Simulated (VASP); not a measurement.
Consider the following.

```yaml
crystal:
  lattice:
    - [3.36169, 0.00000, 0.00000]
    - [0.00000, 3.36169, 0.00000]
    - [0.00000, 0.00000, 3.36169]
  atoms:
    - { symbol: Ho, position: [0.00000, 0.00000, 0.00000] }
    - { symbol: Ir, position: [0.50000, 0.50000, 0.50000] }
```

Method: PBEsol GGA, VASP's PBE PAW potentials (set 64) (plane waves; VASP 6.6.1). Numerical set-up: 400 eV cut-off, 10×10×10 Γ-centred mesh, first-order Methfessel-Paxton smearing of 0.10 eV, potentials Ho_3 Ir.

The 4f electrons are frozen in the core of the lanthanide potential, so 4f levels, which can set the real gap, and their magnetism are missing. Unless said otherwise, spin-orbit coupling is left out, though it shifts the bands of the heavy elements here.

Problem. Predict the energy per atom (σ→0), band gap (on the k-mesh) with the smallest direct gap where there is one.

Solution. 
```
Property                                                     Value
------------------------  ----------------------------------------
band gap (on the k-mesh)  none (metal, semimetal or under 0.01 eV)
energy per atom (σ→0)                               -8.198 eV/atom
```

The absolute energy has meaning only against runs of the same code, potentials and settings.

The structure comes from a computed database's HoIr entry (Pm-3m); how it stands against other phases isn't given here. It was relaxed first. The start is the result of an earlier pass.
